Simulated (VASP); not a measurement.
A run of VASP 6.6.1:

Contents of INCAR:

```
SYSTEM = LiH17O9
ALGO     = Normal         ! electronic algorithm
EDIFF    = 1E-7           ! SCF threshold, eV
ENCUT    = 520            ! plane-wave cutoff, eV
GGA      = PE             ! functional
ISIF     = 2              ! what is computed and relaxed
ISMEAR   = -1             ! smearing method
IVDW     = 12             ! dispersion correction
LASPH    = .TRUE.         ! aspherical terms in the spheres
LCHARG   = .FALSE.        ! write CHGCAR
LREAL    = Auto         
LWAVE    = .FALSE.        ! write WAVECAR
NBANDS   = 56             ! bands
NELM     = 100            ! most SCF steps
PREC     = Accurate       ! precision mode
SIGMA    = 0.05           ! smearing width, eV
```

Contents of KPOINTS:

```
k-points
0
G
  1 1 1
  0 0 0
```

The input POSCAR:

```
LiH17O9
1.0
    7.1738770000      0.0000000000      0.0000000000
    0.0000000000      7.1738770000      0.0000000000
    0.0000000000      0.0000000000      7.1738770000
O H Li
9 17 1
Direct
    0.2068755848      0.0643724446      0.2185568557
    0.1672875072      0.7999022007      0.5158298644
    0.1432558713      0.4882297257      1.0102765910
    0.4964540095      0.4333918744      0.7300515467
    0.8332175196      0.3056645660      0.9020784717
    0.8332035802      0.1650432535      0.2259865900
    0.8090464891      0.8037913112      0.4249027409
    0.3158403747      0.3820667681      0.3932183393
    0.3059572948      0.8303320506     -0.0294262085
    0.0808907094      0.0926556170      0.2001010054
    0.2560121954     -0.0379014025      0.1276576111
    0.2386575627      0.8829256482      0.4277742705
    0.0492202473      0.7715772099      0.4538271286
    0.2133574356      0.6088897259      1.0212051308
    0.2376260424      0.3951559248      0.9842097934
    0.4560853218      0.4163578495      0.5979472467
    0.4511368121      0.5565052203      0.7533862094
    0.7357527875      0.3633600074      0.8214386726
    0.9317695299      0.3888552870      0.9235452462
    0.8101337673      0.2073077082      0.0884319595
    0.8623928177      0.2847414306      0.2871668973
    0.8061052622      0.9175791556      0.3502429718
    0.6740845989      0.7844293957      0.4563919900
    0.3156591617      0.2728231889      0.3050930480
    0.2472860909      0.4877000261      0.3376556359
    0.4439022303      0.8412745298     -0.0521196558
    0.1441898154      0.8248399018      0.7616801905
```

Potentials or basis: VASP PAW PBE potentials, release 64 (O, H, Li_sv).

Launch:

```console
$ cat potpaw_PBE.64/O/POTCAR potpaw_PBE.64/H/POTCAR potpaw_PBE.64/Li_sv/POTCAR > POTCAR
$ mpirun -np 1 vasp_gam > vasp.out
```

Hardware: 1 thread of Intel(R) Xeon(R) 6975P-C (Granite Rapids) (shared host).

Problem. Estimate the wall time of this run.

Solution. Run time: 27 s on 1 thread of Intel(R) Xeon(R) 6975P-C (Granite Rapids) (shared host), peak memory 0.35 GiB. Counts: scf iterations 19, k points 1.
